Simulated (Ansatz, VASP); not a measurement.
# InP: VASP beside Ansatz

Wanted: the spread between two codes on one cell, functional and k mesh. The cell is taken from a series of runs on this material, whose earlier steps may have relaxed, scaled, displaced or heated it; both programs get it as it stands.

Main program and level: Ansatz 0.2.0; plane waves, with VASP 6.6.1 beside it; G0W0 gap at r2SCAN.

### Step 1. Set-up

It takes space group Imm2 (No. 44, orthorhombic). The conventional cell has a = 4.114 Å, b = 4.186 Å, c = 5.920 Å, α = 90.00°, β = 90.00°, γ = 90.00°. Nearest to In lie 4 P at 2.54 to 2.55 Å. Nearest to P lie 4 In at 2.54 to 2.55 Å. Farther neighbours are not listed.

As a file:

```cif
data_structure
_symmetry_space_group_name_H-M 'Imm2'
_symmetry_Int_Tables_number 44
_cell_length_a 4.1143
_cell_length_b 4.1858
_cell_length_c 5.9196
_cell_angle_alpha 90.000
_cell_angle_beta 90.000
_cell_angle_gamma 90.000
_cell_volume 101.95
loop_
_atom_site_label
_atom_site_type_symbol
_atom_site_symmetry_multiplicity
_atom_site_Wyckoff_symbol
_atom_site_fract_x
_atom_site_fract_y
_atom_site_fract_z
_atom_site_occupancy
In1 In 2 a 0.00000 0.00000 0.00145 1
P1 P 2 b 0.50000 0.00000 0.74855 1
```

### Step 2. VASP: G0W0 gap, r2SCAN

Quasiparticle shifts depend on high empty states and on the cores, so they are the hardest test of two PAW sets.

Lines of VASP's logs that name or quote its potential files are left out, and so is its time.

The run reads the wave functions of an earlier VASP run, which isn't shown here.

The input, INCAR:

```
SYSTEM = InP
PREC = Accurate
ENCUT = 300
ISMEAR = 0
SIGMA = 0.01
LREAL = .FALSE.
METAGGA = R2SCAN
LASPH = .TRUE.
NBANDS = 224
ALGO = EVGW0
NELMGW = 1
ENCUTGW = 150
NOMEGA = 64
PRECFOCK = Fast
NBANDSGW = 24
LWAVE = .FALSE.
LCHARG = .FALSE.
```

The input, POSCAR:

```
InP
1.0
   -2.0928981842     -2.9598050000      2.0571486288
    2.0928981842     -2.9598050000      2.0571486288
    0.0000000000      0.0000000000      4.1142972576
In P
1 1
Direct
    0.0014542554      0.0014542554      0.9985457446
    0.7485457446      0.7485457446      0.7514542554
```

The input, KPOINTS:

```
Automatic mesh
0
Gamma
6 6 6
0 0 0
```

PAW data sets: In_d_GW and P_GW (PBE family, release 64).

On the command line:

```
mpirun -np 8 vasp_std
```

Numbers of over 12 decimals in the logs are rounded to 6 here.

The log of the run:

```text
[banner, memory and clock lines left out]
running    8 mpi-ranks, on    1 nodes
 distrk:  each k-point on    8 cores,    1 groups
 distr:  one band on    1 cores,    8 groups

 POSCAR found type information on POSCAR InP
 POSCAR found :  2 types and       2 ions
|                                                                             |
|           W    W    AA    RRRRR   N    N  II  N    N   GGGG   !!!           |
|           W    W   A  A   R    R  NN   N  II  NN   N  G    G  !!!           |
|           W    W  A    A  R    R  N N  N  II  N N  N  G       !!!           |
|           W WW W  AAAAAA  RRRRR   N  N N  II  N  N N  G  GGG   !            |
|           WW  WW  A    A  R   R   N   NN  II  N   NN  G    G                |
|           W    W  A    A  R    R  N    N  II  N    N   GGGG   !!!           |
|                                                                             |
|     For optimal performance we recommend to set                             |
|       NCORE = 2 up to number-of-cores-per-socket                            |
|     NCORE specifies how many cores store one orbital (NPAR=cpu/NCORE).      |
|     This setting can greatly improve the performance of VASP for DFT.       |
|     The default, NCORE=1 might be grossly inefficient on modern             |
|     multi-core architectures or massively parallel machines. Do your        |
|     Unfortunately you need to use the default for GW and RPA                |
|     calculations (for HF NCORE is supported but not extensively tested      |
|     yet).                                                                   |
|                                                                             |

|                                                                             |
|               ----> ADVICE to this user running VASP <----                  |
|                                                                             |
|     You enforced a specific xc type in the INCAR file but a different       |
|     [... a line on the potential file left out ...]
|     I HOPE YOU KNOW WHAT YOU ARE DOING!                                     |
|                                                                             |

|                                                                             |
|           W    W    AA    RRRRR   N    N  II  N    N   GGGG   !!!           |
|           W    W   A  A   R    R  NN   N  II  NN   N  G    G  !!!           |
|           W    W  A    A  R    R  N N  N  II  N N  N  G       !!!           |
|           W WW W  AAAAAA  RRRRR   N  N N  II  N  N N  G  GGG   !            |
|           WW  WW  A    A  R   R   N   NN  II  N   NN  G    G                |
|           W    W  A    A  R    R  N    N  II  N    N   GGGG   !!!           |
|                                                                             |
|     The default for ENCUTGWSOFT is different in this version of VASP.       |
|     please manually set ENCUTGWSOFT =150 in the INCAR file.                 |
|                                                                             |

 LDA part: xc-table for (None), standard interpolation
 found WAVECAR, reading the header
 POSCAR, INCAR and KPOINTS ok, starting setup
 FFT: planning ... GRIDC
 FFT: planning ... GRID_SOFT
 FFT: planning ... GRID
 reading WAVECAR
 the WAVECAR file was read successfully
 initial charge from wavefunction
 available memory per node:     29.85 GB, setting MAXMEM to     30567

 The Fermi energy was updated, please check that it is located mid-gap
 values below the HOMO (VB) or above the LUMO (CB) will cause erroneous energies
 E-fermi :   4.1893

 calculate exact exchange contribution
 the WAVEDER file was read successfully
energies w=
    0.000    0.000    0.394    0.000    0.787    0.000    1.179    0.000
    1.568    0.000    1.953    0.000    2.335    0.000    2.712    0.000
    3.084    0.000    3.451    0.000    3.813    0.000    4.171    0.000
    4.523    0.000    4.870    0.000    5.213    0.000    5.552    0.000
    5.888    0.000    6.220    0.000    6.551    0.000    6.879    0.000
    7.206    0.000    7.533    0.000    7.860    0.000    8.188    0.000
    8.518    0.000    8.851    0.000    9.187    0.000    9.528    0.000
    9.875    0.000   10.229    0.000   10.591    0.000   10.963    0.000
   11.345    0.000   11.740    0.000   12.151    0.000   12.577    0.000
   13.023    0.000   13.490    0.000   13.983    0.000   14.503    0.000
[...]
performed       3714000 updates of chi_q(r,r)
 total number of BLAS operations       1158.12 Gflops
NQ=   3    0.3333    0.0000    0.0000,
|.........|.........|.........|.........|.........|.........|.........|.........
 performed       6098000 updates of chi_q(r,r)
 total number of BLAS operations       1975.41 Gflops
NQ=   4    0.5000    0.0000    0.0000,
|.........|.........|.........|.........|.........|.........|.........|.........
 performed       7880000 updates of chi_q(r,r)
 total number of BLAS operations       2640.57 Gflops
NQ=   5    0.1667    0.1667    0.0000,
|.........|.........|.........|.........|.........|.........|.........|.........
 performed       9522000 updates of chi_q(r,r)
 total number of BLAS operations       3209.00 Gflops
NQ=   6    0.3333    0.1667    0.0000,
[...]
|.........|.........|.........|.........|.........|.........|.........|.........
 performed      39759000 updates of chi_q(r,r)
 total number of BLAS operations      14116.71 Gflops
NQ=  19   -0.1667    0.0000    0.1667,
|.........|.........|.........|.........|.........|.........|.........|.........
 performed      42917000 updates of chi_q(r,r)
 total number of BLAS operations      15252.30 Gflops
NQ=  20    0.3333    0.3333    0.1667,
|.........|.........|.........|.........|.........|.........|.........|.........
 performed      45268000 updates of chi_q(r,r)
 total number of BLAS operations      16082.07 Gflops
NQ=  21    0.5000    0.3333    0.1667,
|.........|.........|.........|.........|.........|.........|.........|.........
 performed      48426000 updates of chi_q(r,r)
 total number of BLAS operations      17217.66 Gflops
NQ=  22   -0.3333    0.3333    0.1667,
|.........|.........|.........|.........|.........|.........|.........|.........
 performed      51584000 updates of chi_q(r,r)
 total number of BLAS operations      18342.57 Gflops
NQ=  23   -0.1667    0.3333    0.1667,
|.........|.........|.........|.........|.........|.........|.........|.........
 performed      53882000 updates of chi_q(r,r)
 total number of BLAS operations      19168.88 Gflops
NQ=  24    0.5000    0.5000    0.1667,
|.........|.........|.........|.........|.........|.........|.........|.........
 performed      56233000 updates of chi_q(r,r)
 total number of BLAS operations      20022.53 Gflops
NQ=  25   -0.3333    0.5000    0.1667,
|.........|.........|.........|.........|.........|.........|.........|.........
 performed      58531000 updates of chi_q(r,r)
 total number of BLAS operations      20864.51 Gflops
NQ=  26    0.0000    0.0000    0.3333,
|.........|.........|.........|.........|.........|.........|.........|.........
 performed      60882000 updates of chi_q(r,r)
 total number of BLAS operations      21686.40 Gflops
NQ=  27    0.1667    0.0000    0.3333,
|.........|.........|.........|.........|.........|.........|.........|.........
 performed      64040000 updates of chi_q(r,r)
 total number of BLAS operations      22843.52 Gflops
NQ=  28    0.3333    0.0000    0.3333,
|.........|.........|.........|.........|.........|.........|.........|.........
 performed      66338000 updates of chi_q(r,r)
 total number of BLAS operations      23717.27 Gflops
NQ=  29    0.5000    0.0000    0.3333,
|.........|.........|.........|.........|.........|.........|.........|.........
 performed      69496000 updates of chi_q(r,r)
 total number of BLAS operations      24863.60 Gflops
NQ=  30   -0.3333    0.0000    0.3333,
|.........|.........|.........|.........|.........|.........|.........|.........
 performed      72654000 updates of chi_q(r,r)
 total number of BLAS operations      26053.39 Gflops
NQ=  31   -0.1667    0.0000    0.3333,
|.........|.........|.........|.........|.........|.........|.........|.........
 performed      75812000 updates of chi_q(r,r)
 total number of BLAS operations      27178.30 Gflops
NQ=  32    0.1667    0.1667    0.3333,
|.........|.........|.........|.........|.........|.........|.........|.........
 performed      77604000 updates of chi_q(r,r)
 total number of BLAS operations      27822.92 Gflops
NQ=  33    0.5000    0.1667    0.3333,
|.........|.........|.........|.........|.........|.........|.........|.........
 performed      80762000 updates of chi_q(r,r)
 total number of BLAS operations      28958.51 Gflops
NQ=  34   -0.3333    0.1667    0.3333,
|.........|.........|.........|.........|.........|.........|.........|.........
 performed      83318000 updates of chi_q(r,r)
 total number of BLAS operations      29877.61 Gflops
NQ=  35    0.5000    0.5000    0.3333,
|.........|.........|.........|.........|.........|.........|.........|.........
 performed      85669000 updates of chi_q(r,r)
 total number of BLAS operations      30747.36 Gflops
NQ=  36   -0.3333    0.5000    0.3333,
|.........|.........|.........|.........|.........|.........|.........|.........
 performed      88827000 updates of chi_q(r,r)
 total number of BLAS operations      31861.63 Gflops
NQ=  37   -0.1667    0.5000    0.3333,
|.........|.........|.........|.........|.........|.........|.........|.........
 performed      91125000 updates of chi_q(r,r)
 total number of BLAS operations      32687.95 Gflops
NQ=  38   -0.3333   -0.3333    0.3333,
|.........|.........|.........|.........|.........|.........|.........|.........
 performed      92917000 updates of chi_q(r,r)
 total number of BLAS operations      33357.13 Gflops
NQ=  39    0.0000    0.0000    0.5000,
|.........|.........|.........|.........|.........|.........|.........|.........
 performed      94677000 updates of chi_q(r,r)
 total number of BLAS operations      34038.83 Gflops
NQ=  40    0.1667    0.0000    0.5000,
|.........|.........|.........|.........|.........|.........|.........|.........
 performed      97835000 updates of chi_q(r,r)
 total number of BLAS operations      35206.79 Gflops
NQ=  41    0.3333    0.0000    0.5000,
|.........|.........|.........|.........|.........|.........|.........|.........
 performed     100993000 updates of chi_q(r,r)
 total number of BLAS operations      36363.90 Gflops
NQ=  42    0.5000    0.0000    0.5000,
|.........|.........|.........|.........|.........|.........|.........|.........
 performed     102581000 updates of chi_q(r,r)
 total number of BLAS operations      36990.23 Gflops
NQ=  43    0.1667    0.1667    0.5000,
|.........|.........|.........|.........|.........|.........|.........|.........
 performed     104932000 updates of chi_q(r,r)
 total number of BLAS operations      37835.88 Gflops
NQ=  44    0.3333    0.1667    0.5000,
|.........|.........|.........|.........|.........|.........|.........|.........
 performed     107230000 updates of chi_q(r,r)
 total number of BLAS operations      38662.20 Gflops
NQ=  45   -0.3333    0.1667    0.5000,
|.........|.........|.........|.........|.........|.........|.........|.........
 performed     109291000 updates of chi_q(r,r)
 total number of BLAS operations      39403.47 Gflops
NQ=  46   -0.1667    0.1667    0.5000,
|.........|.........|.........|.........|.........|.........|.........|.........
 performed     111825000 updates of chi_q(r,r)
 total number of BLAS operations      40297.72 Gflops
 resolving degeneracies of screened two electron integrals

 calculate QP shifts <psi_nk| G(iteration)W_0 |psi_nk>: iteration 1
 entering main loop
```

From OUTCAR (step 2):

```text
ion  position               nearest neighbor table
   1  0.001  0.001  0.999-   2 2.54   2 2.54   2 2.55   2 2.55
   2  0.749  0.749  0.751-   1 2.54   1 2.54   1 2.55   1 2.55

  LATTYP: Found a body centered orthorhombic cell.
 ALAT       =     4.1142972576
 B/A-ratio  =     1.0173782073
 C/A-ratio  =     1.4387900605

 Subroutine GETGRP returns: Found  4 space group operations
 (whereof  4 operations were pure point group operations)

The static configuration has the point symmetry C_2v.

 Found     46 irreducible k-points:

   k-points           NKPTS =     46   k-points in BZ     NKDIM =    216   number of bands    NBANDS=    224

   dimension x,y,z NGX =    24 NGY =   24 NGZ =   24
   dimension x,y,z NGXF=    48 NGYF=   48 NGZF=   48

   ENCUT  =  300.0 eV  22.05 Ry    4.70 a.u.   5.89  5.89  5.81*2*pi/ulx,y,z

   NELECT =      18.0000    total number of electrons

  energy-cutoff  :      300.00
  volume of cell :       50.97
      direct lattice vectors                 reciprocal lattice vectors
    -2.092898184 -2.959805000  2.057148629    -0.238903165 -0.168930048  0.000000000
     2.092898184 -2.959805000  2.057148629     0.238903165 -0.168930048  0.000000000
     0.000000000  0.000000000  4.114297258     0.000000000  0.168930048  0.243054874

 k-points in reciprocal lattice and weights: Automatic mesh
   0.00000000  0.00000000  0.00000000       0.005
   0.16666667  0.00000000  0.00000000       0.019
   0.33333333  0.00000000  0.00000000       0.019
   0.50000000  0.00000000  0.00000000       0.009
   0.16666667  0.16666667  0.00000000       0.009
   0.33333333  0.16666667  0.00000000       0.019
   0.50000000  0.16666667  0.00000000       0.019
  -0.33333333  0.16666667  0.00000000       0.019
  -0.16666667  0.16666667  0.00000000       0.009
[...]
-0.33333333  0.16666667  0.50000000       0.019
  -0.16666667  0.16666667  0.50000000       0.019

 E-fermi :   4.1893

 QP shifts <psi_nk| G(iteration)W_0 |psi_nk>: iteration 1
 for sc-GW calculations column KS-energies equals QP-energies in previous step
 and V_xc(KS)=  KS-energies - (<T + V_ion + V_H > + <T+V_H+V_ion>^1  + <V_x>^1)
 k-point   1 :       0.0000    0.0000    0.0000
  band No.  KS-energies  QP-energies   sigma(KS)   V_xc(KS)     V^pw_x(r,r')   Z            occupation Imag(sigma)
    ...
      6      -8.2977      -8.3403     -12.0117     -11.9432     -18.2334       0.6227       2.0000       0.8345
      7       3.5756       3.1568     -12.9182     -12.3671     -13.8600       0.7600       2.0000       0.0364
      8       3.5884       3.1697     -12.9419     -12.3909     -13.8907       0.7600       2.0000       0.0369
      9       3.6932       3.2754     -12.9518     -12.4021     -13.8960       0.7601       2.0000       0.0374
     10       4.6854       4.5995     -10.6519     -10.5414      -6.9492       0.7775       0.0000      -0.0044
     11       7.9470       8.0038      -9.6883      -9.7621      -5.4835       0.7705       0.0000      -0.0244
     12       8.0626       8.1194      -9.7151      -9.7889      -5.4853       0.7694       0.0000      -0.0248
     13       8.1373       8.1947      -9.7387      -9.8133      -5.4848       0.7685       0.0000      -0.0250
    ...

 k-point   2 :       0.1667    0.0000    0.0000
  band No.  KS-energies  QP-energies   sigma(KS)   V_xc(KS)     V^pw_x(r,r')   Z            occupation Imag(sigma)
    ...
      6      -7.9789      -8.0578     -12.1992     -12.0758     -18.2787       0.6385       2.0000       0.8183
      7       1.4082       0.9392     -12.2449     -11.6139     -13.6520       0.7434       2.0000       0.0592
      8       3.2810       2.8503     -12.7620     -12.1941     -13.7925       0.7585       2.0000       0.0376
      9       3.3947       2.9640     -12.7867     -12.2190     -13.8141       0.7587       2.0000       0.0383
     10       5.7837       5.7575     -10.5696     -10.5356      -6.7439       0.7724       0.0000      -0.0112
     11       8.4186       8.4056      -9.9406      -9.9234      -5.6038       0.7593       0.0000      -0.0384
     12       8.4756       8.5305      -9.8304      -9.9023      -5.4737       0.7625       0.0000      -0.0303
     13       8.5739       8.6312      -9.8507      -9.9260      -5.4603       0.7607       0.0000      -0.0314
    ...

 k-point   3 :       0.3333    0.0000    0.0000
  band No.  KS-energies  QP-energies   sigma(KS)   V_xc(KS)     V^pw_x(r,r')   Z            occupation Imag(sigma)
    ...
      6      -7.1641      -7.3003     -12.6359     -12.4307     -18.3983       0.6636       2.0000       0.7524
      7      -1.0398      -1.4921     -11.7745     -11.1348     -14.3772       0.7071       2.0000       0.1389
      8       2.8030       2.3546     -12.5795     -11.9847     -13.7850       0.7540       2.0000       0.0398
      9       2.9226       2.4729     -12.6111     -12.0149     -13.8115       0.7543       2.0000       0.0403
     10       5.6623       5.6552     -10.1509     -10.1417      -6.2881       0.7773       0.0000      -0.0090
     11       8.8281       8.8729      -9.6099      -9.6688      -5.1772       0.7599       0.0000      -0.0394
     12       8.9134       8.9593      -9.6290      -9.6896      -5.1567       0.7580       0.0000      -0.0417
     13      10.2824      10.1412      -9.7504      -9.5582      -4.7000       0.7348       0.0000      -0.1084
    ...

 k-point   4 :       0.5000    0.0000    0.0000
  band No.  KS-energies  QP-energies   sigma(KS)   V_xc(KS)     V^pw_x(r,r')   Z            occupation Imag(sigma)
    ...
      6      -6.5677      -6.7255     -13.0356     -12.8012     -18.6017       0.6730       2.0000       0.6873
      7      -2.2193      -2.6493     -11.3397     -10.7248     -14.4615       0.6994       2.0000       0.2308
      8       2.6040       2.1490     -12.5220     -11.9171     -13.8047       0.7522       2.0000       0.0405
      9       2.7257       2.2685     -12.5560     -11.9487     -13.8328       0.7528       2.0000       0.0410
     10       5.5071       5.4996     -10.1256     -10.1160      -6.3022       0.7784       0.0000      -0.0082
     11       8.7705       8.8082      -9.4244      -9.4739      -5.0391       0.7622       0.0000      -0.0408
     12       8.8541       8.8938      -9.4414      -9.4936      -5.0151       0.7601       0.0000      -0.0432
     13      11.1522      10.8635      -8.5724      -8.1806      -3.4057       0.7368       0.0000      -0.1481
    ...

[... 4 further parts left out ...]
```

[end of part 1 of 2]

[Lines on the potential files, build, host, timing and source positions are cut from VASP's logs without a mark.]

[Logs are printed without paths, hosts, clocks, repeated set-up lines and the standing remarks that a program may print on its own settings, such as how far it seeks lower states.]

[Hosts, paths, dates, database ids (printed as entryN), source tags and the programs' standing remarks are cut or masked in the printed files.]
